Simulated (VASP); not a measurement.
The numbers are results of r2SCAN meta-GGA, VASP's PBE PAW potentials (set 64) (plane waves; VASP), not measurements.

A VASP calculation is set up with these files.

### KPOINTS
```
Automatic mesh
0
Gamma
11 11 11
0 0 0
```

INCAR:
```
! general
SYSTEM =TiSi
PREC   =Accurate
ENCUT  =400
LREAL  =.FALSE.
LASPH  =.TRUE.

! electronic loop
EDIFF  =1E-6
NELM   =100
ALGO   =Normal
LMAXMIX=4
LMIXTAU=.TRUE.

! smearing
ISMEAR =1
SIGMA  =0.1

! functional
METAGGA=R2SCAN

! ions
IBRION =2
NSW    =60
ISIF   =3
EDIFFG =-0.01

! output
LWAVE  =.FALSE.
LCHARG =.FALSE.
```

### POSCAR
```
TiSi
1.0
  3.1128170000   0.0000000000   0.0000000000
  0.0000000000   3.1128170000   0.0000000000
  0.0000000000   0.0000000000   3.1128170000
Ti Si
1 1
Cartesian
  0.0000000000   0.0000000000   0.0000000000
  1.5564085000   1.5564085000   1.5564085000
```

POTCAR, in this order: Ti_sv Si (PBE.64 set). Program: vasp_std.

Question: Predict the energy per atom (σ→0), volume per atom, band gap (on the k-mesh).

Answer: 
- energy per atom (σ→0) = -11.077 eV/atom
- band gap (on the k-mesh) = none (metal, semimetal or under 0.01 eV)
- volume per atom = 14.91 Å³/atom

File OSZICAR:
```
...
DAV:   5    -0.221546872779E+02   -0.13338E-03   -0.77761E-04  1912   0.210E-01    0.482E-02
DAV:   6    -0.221547093797E+02   -0.22102E-04   -0.32025E-05  1584   0.525E-02    0.424E-02
DAV:   7    -0.221547640793E+02   -0.54700E-04   -0.95091E-05  1784   0.111E-01    0.934E-03
DAV:   8    -0.221547525226E+02    0.11557E-04   -0.13400E-05  1372   0.560E-02    0.667E-03
DAV:   9    -0.221547558142E+02   -0.32916E-05   -0.34956E-06  1408   0.223E-02    0.338E-03
DAV:  10    -0.221547547715E+02    0.10427E-05   -0.30327E-06  1304   0.286E-02    0.313E-03
DAV:  11    -0.221547550175E+02   -0.24599E-06   -0.93883E-07   680   0.143E-02
   3 F= -.22154755E+02 E0= -.22154678E+02  d E =-.145414E-02
```

The structure was generated: TiSi was put into the CsCl type (Pm-3m), which need not be its known phase. This run relaxes it. Symmetry was kept, so distortions that lower it aren't found.
